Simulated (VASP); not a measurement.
Set up this calculation in VASP 6.6.1, as the native input.

```
Task                   : relaxation of cell and atoms
Functional             : r2SCAN
Potentials or basis    : VASP PAW PBE potentials, release 64 (Sn_d, Se)
Cutoff                 : 600 eV
k mesh                 : 9 × 9 × 5
Occupations            : gaussian, width 0.03 eV
Spin                   : no spin polarisation
Further INCAR settings : ALGO = Normal; EDIFF = 1e-06; IBRION = 2; EDIFFG = -0.01; NSW = 90; ISIF = 3
```

The structure of SnSe2 lies in POSCAR:

```
SnSe2
1.0
    3.8110000000      0.0000000000      0.0000000000
   -1.9055000000      3.3004228138      0.0000000000
    0.0000000000      0.0000000000      6.1360000000
Sn Se
1 2
Direct
    0.0000000000      0.0000000000      0.0000000000
    0.3333333333      0.6666666667      0.2490000000
    0.6666666667      0.3333333333      0.7510000000
```

These files were run (other wordings do the same):

INCAR

```
PREC = Accurate ; ENCUT = 600
EDIFF = 1E-6 ; ISMEAR = 0
SIGMA = 0.03 ; LREAL = False
LASPH = True ; NELM = 80
ALGO = Normal ; ISIF = 3
LWAVE = False ; LCHARG = False
METAGGA = R2SCAN ; LMIXTAU = True
IBRION = 2 ; NSW = 90
EDIFFG = -0.01
```

KPOINTS

```
Automatic mesh
0
Gamma
  9 9 5
```

Potentials or basis: VASP PAW PBE potentials, release 64 (Sn_d, Se).

Launch:

```console
$ cat potpaw_PBE.64/Sn_d/POTCAR potpaw_PBE.64/Se/POTCAR > POTCAR
$ mpirun -np 1 vasp_std > vasp.out
```

Results of the run:

```
Relaxed volume                         : 27.86 Å³/atom
Relaxed cell                           : a = 3.843 Å, b = 3.843 Å, c = 6.537 Å, α = 90.00°, β = 90.00°, γ = 120.00°
Space group after relaxing (to 0.05 Å) : P-3m1 (No. 164)
Energy gained by relaxing              : 17.6 meV/atom
Ionic steps                            : 11
Pressure after relaxing                : 0.0 GPa
Largest force after relaxing           : 0.004 eV/Å
Band gap on the k mesh                 : 1.04 eV, indirect (least direct gap 1.48 eV)
```

Caveat: the PAW data sets were made with another functional, which shifts forces and pressure a little; spin-orbit coupling is left out, which moves the levels of the heavy elements; an odd mesh through Γ misses points on the zone boundary, where band edges often lie.

Wall time 18 min on 1 thread of Intel(R) Xeon(R) 6975P-C (Granite Rapids), with other jobs on the host, peak memory 0.28 GiB.
